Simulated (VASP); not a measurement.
```
KMgF3
1.0
    4.12520     0.00000     0.00000
    0.00000     4.12520     0.00000
    0.00000     0.00000     4.12520
K Mg F
1 1 3
Direct
  0.00000   0.00000   0.00000
  0.50000   0.50000   0.50000
  0.50000   0.00000   0.50000
  0.00000   0.50000   0.50000
  0.50000   0.50000   0.00000
```

Method: RPBE GGA, VASP's PBE PAW potentials (set 64) (plane waves; VASP). Run with 520 eV cut-off, Gaussian smearing of 0.050 eV, potentials K_sv Mg F.

Question: Give the energies of bands 8 to 18 at the high-symmetry points, in eV from the valence-band maximum.

Answer: 
```json
[
 {"band": "8", "Γ": "-2.17", "X": "-2.03", "M": "-2.80", "R": "-3.50"},
 {"band": "9", "Γ": "-2.17", "X": "-2.03", "M": "-1.79", "R": "-1.47"},
 {"band": "10", "Γ": "-2.17", "X": "-1.98", "M": "-1.71", "R": "-1.47"},
 {"band": "11", "Γ": "-0.52", "X": "-1.23", "M": "-1.03", "R": "-1.47"},
 {"band": "12", "Γ": "-0.52", "X": "-0.74", "M": "-0.85", "R": "-1.02"},
 {"band": "13", "Γ": "-0.52", "X": "-0.74", "M": "-0.85", "R": "-1.02"},
 {"band": "14", "Γ": "-0.31", "X": "-0.71", "M": "-0.79", "R": "0.00"},
 {"band": "15", "Γ": "-0.31", "X": "-0.46", "M": "-0.79", "R": "0.00"},
 {"band": "16", "Γ": "-0.31", "X": "-0.46", "M": "-0.02", "R": "0.00"},
 {"band": "17", "Γ": "6.87", "X": "9.69", "M": "10.46", "R": "10.23"},
 {"band": "18", "Γ": "10.14", "X": "9.75", "M": "11.39", "R": "10.23"}
]
```

The gap is indirect, 6.87 eV, from the valence maximum at R to the conduction minimum at Γ.

Measured: gap 12.40 eV (computed value off by -5.53 eV), as given by M. Sahnoun et al., Materials Chemistry and Physics (2004), doi:10.1016/j.matchemphys.2004.11.019.

The compound is KMgF3 in the cubic perovskite structure. It was relaxed first, which changed the volume by +11 %.
